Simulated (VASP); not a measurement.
# YMg6Mn (Amm2) in VASP: reference runs

Aim: a first look at YMg6Mn with PBE, on the cell as given and on a disturbed one.

Everything below comes from runs of VASP 6.6.1. Logs are shortened: lines on timing, memory, paths and dates and some standing lists are left out, and cuts for length are marked.

## Step 1: The structure

Symmetry: Amm2, No. 38, orthorhombic system. The conventional cell has a = 5.059 Å, b = 6.473 Å, c = 11.259 Å, α = 90.00°, β = 90.00°, γ = 90.00°. Around Y (site symmetry mm2) lie 2 Mn at 3.10 Å and 10 Mg at 3.15 to 3.34 Å. Mn (site symmetry mm2) is surrounded by 2 Y at 3.10 Å and 10 Mg at 3.12 to 3.29 Å. Mg (site symmetry mm2) has 10 Mg at 3.13 to 3.33 Å and 2 Y at 3.24 Å as nearest neighbours. Around Mg (site symmetry m) lie 8 Mg at 3.10 to 3.37 Å and 2 Mn at 3.12 Å and 2 Y at 3.15 to 3.34 Å. Mg (site symmetry mm2) is surrounded by 10 Mg at 3.18 to 3.27 Å and 2 Mn at 3.24 Å. Around Mg (site symmetry m) lie 8 Mg at 3.12 to 3.30 Å and 2 Y at 3.20 Å and 2 Mn at 3.20 to 3.29 Å.

The cell comes from a database or a generator and needn't be the stable form of this composition.

## Step 2: Single point, PBE, collinear spin, ferromagnetic start

INCAR

```
SYSTEM = YMg6Mn
ALGO = Normal ; EDIFF = 1E-7
ENCUT = 520 ; GGA = PE
ISIF = 2 ; ISMEAR = -1
ISPIN = 2 ; LASPH = .True.
LCHARG = .False. ; LMAXMIX = 4
LORBIT = 11 ; LREAL = .False.
LWAVE = .False. ; MAGMOM = 0 4 0 0 0 0 0 0
NBANDS = 32 ; NELM = 150
PREC = Accurate ; SIGMA = 0.05
```

KPOINTS

```
k-points
0
Gamma
  5 5 5
  0 0 0
```

POSCAR

```
YMg6Mn
1.0
    5.0588980000      0.0000000000      0.0000000000
    0.0000000000      3.2365685000      5.6296565000
    0.0000000000     -3.2365685000      5.6296565000
Y Mn Mg
1 1 6
Direct
    0.5000000000      0.6739800000      0.6739800000
    0.0000000000      0.8332210000      0.8332210000
    0.5000000000      0.1630530000      0.1630530000
    0.5000000000      0.1574520000      0.6780640000
    0.5000000000      0.6780640000      0.1574520000
    0.0000000000      0.3337230000      0.3337230000
    0.0000000000      0.3253250000      0.8351830000
    0.0000000000      0.8351830000      0.3253250000
```

Potentials or basis: VASP PAW PBE potentials, release 64 (Y_sv, Mn_pv, Mg).

The run is started by

```sh
$ cat potpaw_PBE.64/Y_sv/POTCAR potpaw_PBE.64/Mn_pv/POTCAR potpaw_PBE.64/Mg/POTCAR > POTCAR
$ mpirun -np 1 vasp_std > vasp.out
```

OUTCAR:

```text
SYSTEM = YMg6Mn
   EDIFF = 1E-7
   ENCUT = 520
   GGA = PE
   ISIF = 2
   ISMEAR = -1
   ISPIN = 2
   LASPH = .True.
   LORBIT = 11
   LREAL = .False.
   NELM = 150
   PREC = Accurate

 ion  position               nearest neighbor table
   1  0.500  0.674  0.674-   2 3.10   2 3.10   5 3.15   4 3.15   8 3.20   7 3.20   7 3.20   8 3.20
                             3 3.24   3 3.24   4 3.34   5 3.34
   2  0.000  0.833  0.833-   1 3.10   1 3.10   5 3.12   4 3.12   4 3.12   5 3.12   8 3.20   7 3.20
                             6 3.24   6 3.24   7 3.29   8 3.29
   3  0.500  0.163  0.163-   7 3.13   8 3.13   7 3.13   8 3.13   4 3.17   5 3.17   6 3.18   6 3.18
                             1 3.24   1 3.24   5 3.33   4 3.33
   4  0.500  0.157  0.678-   5 3.10   2 3.12   2 3.12   7 3.12   7 3.12   1 3.15   3 3.17   6 3.18
                             6 3.18   3 3.33   1 3.34   5 3.37
   5  0.500  0.678  0.157-   4 3.10   2 3.12   2 3.12   8 3.12   8 3.12   1 3.15   3 3.17   6 3.18
                             6 3.18   3 3.33   1 3.34   4 3.37
   6  0.000  0.334  0.334-   3 3.18   3 3.18   5 3.18   4 3.18   4 3.18   5 3.18   8 3.23   7 3.23
                             2 3.24   2 3.24   8 3.27   7 3.27
   7  0.000  0.325  0.835-   4 3.12   4 3.12   3 3.13   3 3.13   8 3.17   1 3.20   1 3.20   2 3.20
                             6 3.23   6 3.27   2 3.29   8 3.30
   8  0.000  0.835  0.325-   5 3.12   5 3.12   3 3.13   3 3.13   7 3.17   1 3.20   1 3.20   2 3.20
                             6 3.23   6 3.27   2 3.29   7 3.30

  LATTYP: Found a base centered orthorhombic cell.
 ALAT       =     6.4731370000
 B/A-ratio  =     1.7393904995
 C/A-ratio  =     0.7815218495

  Lattice vectors:

 A1 = (   0.0000000000,   3.2365685000,  -5.6296565000)
 A2 = (   0.0000000000,   3.2365685000,   5.6296565000)
 A3 = (   5.0588980000,   0.0000000000,   0.0000000000)

Analysis of symmetry for initial positions (statically):
=====================================================================
 Subroutine PRICEL returns:
 Original cell was already a primitive cell.

 Routine SETGRP: Setting up the symmetry group for a
 base centered orthorhombic supercell.

 Subroutine GETGRP returns: Found  4 space group operations
 (whereof  4 operations were pure point group operations)
 out of a pool of  8 trial point group operations.

The static configuration has the point symmetry C_2v.

Analysis of symmetry for dynamics (positions and initial velocities):
=====================================================================
 Subroutine PRICEL returns:
 Original cell was already a primitive cell.

 Routine SETGRP: Setting up the symmetry group for a
 base centered orthorhombic supercell.
[... 181 lines left out ...]

 val. band max:        2.9630159257   @ k =   0.4000  -0.4000   0.2000
 cond. band min:       2.9856869091   @ k =   0.4000  -0.4000   0.4000
 fundamental gap:      0.0226709834
 Fermi energy:         2.9725288065

 spin component 1

 k-point     1 :       0.0000    0.0000    0.0000
  band No.  band energies     occupation
      1     -47.1152      1.00000
      2     -47.0787      1.00000
      3     -47.0435      1.00000
      4     -39.5859      1.00000
      5     -19.6333      1.00000
      6     -19.6019      1.00000
[... 781 lines left out ...]
     29       6.8286      0.00000
     30       7.0426      0.00000

 [... further k-points ...]

 spin component 2

 k-point     1 :       0.0000    0.0000    0.0000
  band No.  band energies     occupation
      1     -43.1533      1.00000
      2     -43.1282      1.00000
      3     -43.1126      1.00000
      4     -39.6382      1.00000
      5     -19.6954      1.00000
      6     -19.6752      1.00000
[... 781 lines left out ...]
     29       6.8936      0.00000
     30       7.1893      0.00000

 [... further k-points ...]

 [bands above 30 left out]

------------------------ aborting loop because EDIFF is reached ----------------------------------------

  FORCE on cell =-STRESS in cart. coord.  units (eV):
  Direction    XX          YY          ZZ          XY          YZ          ZX
  --------------------------------------------------------------------------------------
  -------------------------------------------------------------------------------------
  Total       -0.3699424     -0.0553293     -0.0651286      0.0000000      0.0000000      0.0000000
  in kB       -3.2150817     -0.4808540     -0.5660175      0.0000000      0.0000000      0.0000000
  external PRESSURE =      -1.4206511 kB  Pullay stress =       0.0000000 kB

 VOLUME and BASIS-vectors are now :
 -----------------------------------------------------------------------------
  energy-cutoff  :      520.00
  volume of cell :      184.35
      direct lattice vectors                 reciprocal lattice vectors
     5.058898000  0.000000000  0.000000000     0.197671509  0.000000000  0.000000000
     0.000000000  3.236568500  5.629656500     0.000000000  0.154484603  0.088815366
     0.000000000 -3.236568500  5.629656500     0.000000000 -0.154484603  0.088815366

 POSITION                                       TOTAL-FORCE (eV/Angst)
 -----------------------------------------------------------------------------------
      2.52945      0.00000      7.58855         0.000000      0.000000      0.058874
      0.00000      0.00000      9.38150         0.000000      0.000000     -0.019716
      2.52945      0.00000      1.83586         0.000000      0.000000      0.001539
      2.52945     -1.68500      4.70367         0.000000     -0.012966      0.057899
      2.52945      1.68500      4.70367         0.000000      0.012966      0.057899
      0.00000      0.00000      3.75749         0.000000      0.000000     -0.027714
      0.00000     -1.65019      6.53326         0.000000     -0.021509     -0.064390
      0.00000      1.65019      6.53326         0.000000      0.021509     -0.064390
 -----------------------------------------------------------------------------------
    total drift:                               -0.000000      0.000000      0.000150

  FREE ENERGIE OF THE ION-ELECTRON SYSTEM (eV)
  ---------------------------------------------------
  free  energy   TOTEN  =       -23.6933816858 eV

  energy  without entropy=      -23.6519617953  energy(sigma->0) =      -23.67267174

 total charge

# of ion       s       p       d       f       tot
--------------------------------------------------
    1        2.239   6.292   1.005   0.010   9.545
    2        0.316   6.144   4.910   0.000  11.370
    3        0.222   0.134   0.012   0.000   0.367
    4        0.215   0.135   0.012   0.000   0.362
    5        0.215   0.135   0.012   0.000   0.362
    6        0.195   0.117   0.012   0.000   0.323
    7        0.218   0.131   0.012   0.000   0.361
    8        0.218   0.131   0.012   0.000   0.361
--------------------------------------------------
tot          3.836  13.219   5.986   0.010  23.051

 magnetization (x)

# of ion       s       p       d       f       tot
--------------------------------------------------
    1       -0.011  -0.006  -0.102   0.001  -0.118
    2        0.050   0.034   3.691   0.000   3.775
    3        0.005   0.001  -0.001   0.000   0.005
    4       -0.005  -0.008  -0.000   0.000  -0.013
    5       -0.005  -0.008  -0.000   0.000  -0.013
    6       -0.010  -0.005  -0.000   0.000  -0.015
    7       -0.004  -0.008  -0.000   0.000  -0.012
    8       -0.004  -0.008  -0.000   0.000  -0.012
--------------------------------------------------
tot          0.016  -0.007   3.587   0.001   3.597
```

OSZICAR:

```text
N       E                     dE             d eps       ncg     rms          rms(c)
DAV:   1     0.157208874607E+03    0.15721E+03   -0.16260E+04  3888   0.966E+02
DAV:   2    -0.137559198567E+02   -0.17096E+03   -0.16184E+03  3720   0.228E+02
[... 11 lines left out ...]
DAV:  14    -0.236933552699E+02    0.40907E-04   -0.73380E-04  4360   0.174E-01    0.536E-02
DAV:  15    -0.236933866764E+02   -0.31406E-04   -0.12897E-04  4744   0.546E-02    0.465E-02
DAV:  16    -0.236933812966E+02    0.53797E-05   -0.35114E-05  3976   0.466E-02    0.998E-03
DAV:  17    -0.236933818274E+02   -0.53079E-06   -0.42669E-06  4328   0.962E-03    0.589E-03
DAV:  18    -0.236933816996E+02    0.12778E-06   -0.47044E-07  3608   0.527E-03    0.171E-03
DAV:  19    -0.236933816858E+02    0.13848E-07   -0.71930E-08  2064   0.161E-03
   1 F= -.23693382E+02 E0= -.23672672E+02  d E =-.414199E-01  mag=     3.5718
```

Wall time 4.5 min (1 thread of AMD EPYC 9R45 (Zen 5), shared host); peak memory 0.49 GiB.

What came out:

- Free energy: -23.6934 eV
- Pressure: -0.1 GPa
- Largest force: 0.068 eV/Å
- Band gap on the k mesh: none (metal or under the smearing width)
- Net moment: 3.57 μB per cell
- Site moments: Y -0.12; Mn +3.77; Mg +0.01, -0.01 μB
- Valence electrons inside the program's atomic spheres: Y 9.54; Mn 11.37; Mg 0.37, 0.36, 0.32

Forces in eV/Å, atoms in the order of the input:
```
Y    0.000  0.000  0.059
Mn   0.000  0.000 -0.020
Mg   0.000  0.000  0.002
Mg   0.000 -0.013  0.058
Mg   0.000  0.013  0.058
Mg   0.000  0.000 -0.028
Mg   0.000 -0.022 -0.064
Mg   0.000  0.022 -0.064
```

## Step 3: Single point, PBE, collinear spin, ferromagnetic start (atoms moved at random, drawn with an rms of 0.05 Å)

INCAR

```
ALGO = Normal ; EDIFF = 1E-7
ENCUT = 520 ; GGA = PE
ISIF = 2 ; ISMEAR = -1
ISPIN = 2 ; LASPH = T
LCHARG = F ; LMAXMIX = 4
LORBIT = 11 ; LREAL = F
LWAVE = F ; MAGMOM = 0 4 0 0 0 0 0 0
NBANDS = 32 ; NELM = 150
PREC = Accurate ; SIGMA = 0.05
```

KPOINTS

```
k-points
0
Gamma
  5 5 5
```

POSCAR

```
YMg6Mn
1.0
    5.0588980000      0.0000000000      0.0000000000
    0.0000000000      3.2365685000      5.6296565000
    0.0000000000     -3.2365685000      5.6296565000
Y Mn Mg
1 1 6
Direct
    0.5042580000      0.6801490000      0.6717780000
   -0.0014940000      0.8254950000      0.8323960000
    0.5109100000      0.1593630000      0.1638840000
    0.5067870000      0.1513750000      0.6780190000
    0.4938540000      0.6726270000      0.1526700000
    0.0040350000      0.3348450000      0.3306650000
    0.0138650000      0.3286590000      0.8346620000
    0.0035930000      0.8375460000      0.3188550000
```

Potentials or basis: VASP PAW PBE potentials, release 64 (Y_sv, Mn_pv, Mg).

The run is started by

```sh
$ cat potpaw_PBE.64/Y_sv/POTCAR potpaw_PBE.64/Mn_pv/POTCAR potpaw_PBE.64/Mg/POTCAR > POTCAR
$ mpirun -np 1 vasp_std > vasp.out
```

OUTCAR:

```text
EDIFF = 1E-7
   ENCUT = 520
   GGA = PE
   ISIF = 2
   ISMEAR = -1
   ISPIN = 2
   LASPH = T
   LORBIT = 11
   LREAL = F
   NELM = 150
   PREC = Accurate

 ion  position               nearest neighbor table
   1  0.504  0.680  0.672-   2 3.04   4 3.08   2 3.08   5 3.10   7 3.17   3 3.20   8 3.21   8 3.22
                             7 3.25   3 3.28   5 3.40   4 3.41
   2  0.999  0.825  0.832-   1 3.04   5 3.08   1 3.08   4 3.09   5 3.12   4 3.16   8 3.20   6 3.20
                             7 3.22   6 3.27   7 3.28   8 3.30
   3  0.511  0.159  0.164-   8 3.08   7 3.12   8 3.14   7 3.14   6 3.15   4 3.18   1 3.20   5 3.20
                             6 3.21   1 3.28   5 3.30   4 3.31
   4  0.507  0.151  0.678-   1 3.08   5 3.09   2 3.09   7 3.12   2 3.16   7 3.18   3 3.18   6 3.18
                             6 3.20   3 3.31   5 3.39   1 3.41
   5  0.494  0.673  0.153-   2 3.08   4 3.09   1 3.10   8 3.10   6 3.12   2 3.12   8 3.18   3 3.20
                             6 3.20   3 3.30   4 3.39   1 3.40
   6  0.004  0.335  0.331-   5 3.12   3 3.15   4 3.18   2 3.20   5 3.20   4 3.20   3 3.21   8 3.23
                             7 3.24   7 3.25   8 3.27   2 3.27
   7  0.014  0.329  0.835-   3 3.12   4 3.12   3 3.14   8 3.16   1 3.17   4 3.18   2 3.22   6 3.24
                             1 3.25   6 3.25   2 3.28   8 3.32
   8  0.004  0.838  0.319-   3 3.08   5 3.10   3 3.14   7 3.16   5 3.18   2 3.20   1 3.21   1 3.22
                             6 3.23   6 3.27   2 3.30   7 3.32

  LATTYP: Found a base centered orthorhombic cell.
 ALAT       =     6.4731370000
 B/A-ratio  =     1.7393904995
[... 1830 lines left out ...]
 -----------------------------------------------------------------------------------
      2.55099      0.02709      7.61088         0.039396     -0.135266     -0.328631
      5.05134     -0.02234      9.33336         0.063938      0.046550      0.065836
      2.58464     -0.01463      1.81977        -0.063092      0.135469     -0.018777
      2.56378     -1.70452      4.66920        -0.001002      0.099733      0.268910
      2.49836      1.68288      4.64614         0.116667     -0.046465      0.245702
      0.02041      0.01353      3.74659        -0.010062     -0.063387     -0.032980
      0.07014     -1.63771      6.54910        -0.140500      0.009657     -0.119303
      0.01818      1.67878      6.51014        -0.005344     -0.046290     -0.080758
 -----------------------------------------------------------------------------------
    total drift:                                0.001247     -0.001477     -0.001577

  FREE ENERGIE OF THE ION-ELECTRON SYSTEM (eV)
  ---------------------------------------------------
  free  energy   TOTEN  =       -23.6621226073 eV

  energy  without entropy=      -23.6226121353  energy(sigma->0) =      -23.64236737

 total charge

# of ion       s       p       d       f       tot
--------------------------------------------------
    1        2.240   6.294   1.016   0.011   9.560
    2        0.319   6.146   4.915   0.000  11.380
    3        0.222   0.134   0.012   0.000   0.368
    4        0.216   0.134   0.012   0.000   0.362
    5        0.215   0.135   0.012   0.000   0.363
    6        0.195   0.117   0.012   0.000   0.324
    7        0.217   0.130   0.012   0.000   0.359
    8        0.217   0.130   0.012   0.000   0.359
--------------------------------------------------
tot          3.841  13.220   6.003   0.011  23.074

 magnetization (x)

# of ion       s       p       d       f       tot
--------------------------------------------------
    1       -0.011  -0.005  -0.110   0.001  -0.125
    2        0.049   0.034   3.660   0.000   3.743
    3        0.005   0.001  -0.001   0.000   0.006
    4       -0.005  -0.008  -0.000   0.000  -0.013
    5       -0.005  -0.008  -0.000   0.000  -0.013
    6       -0.010  -0.004  -0.000   0.000  -0.015
    7       -0.005  -0.008  -0.000   0.000  -0.013
    8       -0.004  -0.008  -0.000   0.000  -0.012
--------------------------------------------------
tot          0.014  -0.006   3.548   0.001   3.558
```

Wall time 11 min (1 thread of AMD EPYC 9R45 (Zen 5), shared host); peak memory 0.75 GiB.

What came out:

| Item | Value |
| --- | --- |
| Free energy | -23.6621 eV |
| Pressure | -0.1 GPa |
| Largest force | 0.358 eV/Å |
| Band gap on the k mesh | none (metal or under the smearing width) |
| Net moment | 3.53 μB per cell |
| Site moments | Y -0.12; Mn +3.74; Mg +0.01, -0.01 μB |
| Valence electrons inside the program's atomic spheres | Y 9.56; Mn 11.38; Mg 0.37, 0.36, 0.32 |

Forces in eV/Å, atoms in the order of the input:
```
Y    0.039 -0.135 -0.329
Mn   0.064  0.047  0.066
Mg  -0.063  0.135 -0.019
Mg  -0.001  0.100  0.269
Mg   0.117 -0.046  0.246
Mg  -0.010 -0.063 -0.033
Mg  -0.141  0.010 -0.119
Mg  -0.005 -0.046 -0.081
```
